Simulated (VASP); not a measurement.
```
Tb
1.0
    1.75529    -3.09894     0.00000
    1.75529     3.09894     0.00000
    0.00000     0.00000     5.67754
Tb
2
Direct
  0.33333   0.66667   0.25000
  0.68434   0.35100   0.75000
```

Level of theory: PBE GGA, VASP's PBE PAW potentials (set 64) (plane waves; VASP). Numerical set-up: 400 eV cut-off, 11×11×6 Γ-centred mesh, tetrahedra, potentials Tb_3.

The 4f electrons are frozen in the core of the lanthanide potential, so 4f levels, which can set the real gap, and their magnetism are missing.

Task: Estimate the energy per atom (σ→0), pressure, largest force, band gap (on the k-mesh) with the smallest direct gap where there is one.

Result: 
```
Quantity                                                    Result
------------------------  ----------------------------------------
band gap (on the k-mesh)  none (metal, semimetal or under 0.01 eV)
energy per atom (σ→0)                               -4.522 eV/atom
pressure                                                  2.12 GPa
largest force                                           0.057 eV/Å
```

Total energies compare only between runs with the same potentials, cut-off and functional.

The compound is Tb in the hcp structure. The cell was not relaxed at this level, atoms are displaced from their ideal sites. The run is one of a series of settings (ISMEAR = -4, SIGMA removed against the base run), some of them coarse on purpose.
